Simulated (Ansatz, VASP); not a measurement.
**Cs3AsAu: VASP beside Ansatz**

File INCAR:

```
PREC = Accurate
ENCUT = 600
EDIFF = 1E-6
ISMEAR = 0
SIGMA = 0.1
LREAL = False
LASPH = True
NELM = 100
ALGO = Normal
ISIF = 3
LWAVE = False
LCHARG = False
GGA = PE
IBRION = 2
NSW = 90
EDIFFG = -0.04
```

File KPOINTS:

```
regular mesh
0
Gamma
  4 4 4
```

POSCAR

```
Cs3AsAu
1.0
    6.0679754800      0.0000000000      0.0000000000
    0.0000000000      6.0679754800      0.0000000000
    0.0000000000      0.0000000000      6.0679754800
Cs As Au
3 1 1
Direct
    0.5000000000      0.0000000000      0.0000000000
    0.0000000000      0.5000000000      0.0000000000
    0.0000000000      0.0000000000      0.5000000000
    0.0000000000      0.0000000000      0.0000000000
    0.5000000000      0.5000000000      0.5000000000
```

Input for Ansatz:

```yaml
crystal:
  lattice:
    - [6.06797548, 0.0, 0.0]
    - [0.0, 6.06797548, 0.0]
    - [0.0, 0.0, 6.06797548]
  atoms:
    - { symbol: Cs, position: [0.5, 0.0, 0.0] }
    - { symbol: Cs, position: [0.0, 0.5, 0.0] }
    - { symbol: Cs, position: [0.0, 0.0, 0.5] }
    - { symbol: As, position: [0.0, 0.0, 0.0] }
    - { symbol: Au, position: [0.5, 0.5, 0.5] }
basis:
  ecutwfc: 420
kpoints:
  mp_grid: { grid: [4, 4, 4] }
hamiltonian:
  xc: pbe
scf:
  occupations: { method: gaussian, width: 0.1 }
  lower_state_search: "off"
output:
  forces: true
  stress: true
  eigenvalues: true
relax:
  adjacent_minimum: "off"
  f_tol: 0.04
  max_steps: 70
  cell: { stress_tol: 0.4 }
```

Alike in both runs: task relaxation of cell and atoms; functional PBE; k mesh 4 × 4 × 4; occupations gaussian, width 0.1 eV; no spin polarisation.

```csv
,VASP,Ansatz
version,VASP 6.6.1,Ansatz 0.2.0
potentials or method,"VASP PAW PBE potentials, release 64 (Cs_sv, As, Au)","scalar-relativistic, plane waves, PAW"
plane-wave cutoff (eV),600,420
valence electrons in the cell,43,61
```

Ansatz gave:

```
gap on the k mesh at the Fermi level, each at its own relaxed structure (eV) : none
relaxed volume (Å³/atom)                                                     : 62.68
relaxed cell length with the largest relative difference (Å)                 : 6.793
energy change over the relaxation (meV/atom)                                 : -267
```

Problem. Which values does VASP return?

Solution. gap on the k mesh at the Fermi level, each at its own relaxed structure (eV): none; relaxed volume (Å³/atom): 64.83; relaxed cell length with the largest relative difference (Å): 6.869; energy change over the relaxation (meV/atom): -278.

A gap of «none» marks a metal or a gap that the smearing closes. The two sets of potentials don't hold the same shells in valence.

Caveats: the volume moved by over 15 % at a fixed basis, so the end points are rough (VASP). The runs have no spin-orbit coupling, so splittings on Au, Cs are missing.
